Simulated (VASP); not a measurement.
```xyz
4
Lattice="3.4718 0.0000 0.0000 -1.7359 3.0066 0.0000 0.0000 0.0000 6.9863" Properties=species:S:1:pos:R:3 pbc="T T T"
Pd     0.0000     2.0044     0.1409
Pd     1.7359     1.0022     3.6340
S      0.0000     2.0044     2.4790
S      1.7359     1.0022     5.9722
```

All values below come from PBEsol GGA, VASP's PBE PAW potentials (set 64) (plane waves; VASP). Settings: 400 eV cut-off, Gaussian smearing of 0.050 eV, potentials Pd S.

### Question
Estimate the band gap (along the path) with the smallest direct gap where there is one.

### Answer

```
Quantity                                                      Value
-------------------------  ----------------------------------------
band gap (along the path)  none (metal, semimetal or under 0.01 eV)
```

Only differences to runs with the same potentials and settings are physical.

The structure was generated: PdS was put into the wurtzite type (P6_3mc), which need not be its known phase. It was relaxed first, which changed the volume by -18 %.
